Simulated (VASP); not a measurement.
The system is Ti2RuC3.

```
Ti Ru C
1.0
     3.23166    0.00000    0.00000
     0.00000    3.23166    0.00000
     0.00000    0.00000    6.87190
Ti Ru C
2 1 3
Direct
  0.50000 0.50000 0.73655
  0.00000 0.00000 0.26487
  0.00000 0.00000 0.62175
  0.50000 0.00000 0.99985
  0.00000 0.50000 0.99985
  0.50000 0.50000 0.37714
```

The cell was built by a generator and needn't be a form met in nature.

* Program: VASP 6.6.1
* Task: relaxation of cell and atoms
* Functional: PBE
* Potentials or basis: VASP PAW PBE potentials, release 64 (Ti_sv, Ru_pv, C)
* Cutoff: 520 eV
* k mesh: 5 × 5 × 3
* Occupations: gaussian, width 0.15 eV
* Spin: no spin polarisation

At the start: pressure -15.5 GPa; volume 11.96 Å³/atom.

Task: How do energy, volume and symmetry change on relaxing?

Result: Over 22 steps the energy falls by 893.0 meV/atom and the volume is 10.05 Å³/atom (-16.0 %); space group P4mm (No. 99, to 0.05 Å).

The path:
```tsv
step	energy change (eV)	largest force (eV/Å)	pressure (GPa)	volume (Å³)
1	0.0000	3.7408	-15.53	71.77
2	-1.8887	4.7556	11.41	60.34
3	-2.0299	4.9976	33.23	55.66
4	-2.5615	4.3385	39.02	54.52
5	-2.7019	4.2824	54.17	52.64
6	-4.0188	4.0450	30.94	55.72
7	-4.8995	2.9065	3.28	60.90
8	-4.9204	2.6978	0.16	61.77
9	-4.9225	2.5884	-0.82	62.06
10	-5.0610	2.0070	-1.89	61.81
11	-5.2645	0.8225	-2.58	61.06
12	-5.2664	0.9626	-2.72	60.99
13	-5.3095	0.6036	-0.28	60.26
14	-5.3213	0.3390	3.48	59.22
15	-5.3244	0.3769	2.50	59.54
16	-5.3403	0.3028	0.66	59.98
17	-5.3446	0.2451	-1.03	60.38
18	-5.3539	0.1459	-0.35	60.28
19	-5.3552	0.2653	0.16	60.24
20	-5.3571	0.1143	0.02	60.27
21	-5.3575	0.1217	-0.08	60.30
22	-5.3582	0.0408	-0.21	60.27
```

Final structure:
```
CELL_PARAMETERS angstrom
2.75311 0.00000 0.00000
0.00000 2.75311 0.00000
0.00000 0.00000 7.95209
ATOMIC_POSITIONS crystal
Ti 0.50000 0.50000 0.79719
Ti 0.00000 0.00000 0.22525
Ru 0.00000 0.00000 0.53954
C 0.50000 0.00000 0.01185
C 0.00000 0.50000 0.01185
C 0.50000 0.50000 0.41433
```

Caveat: the k mesh is coarse (spacing up to 0.39 Å⁻¹), so the values aren't converged; the volume moved by over 15 % at a fixed basis, so the end points are rough.
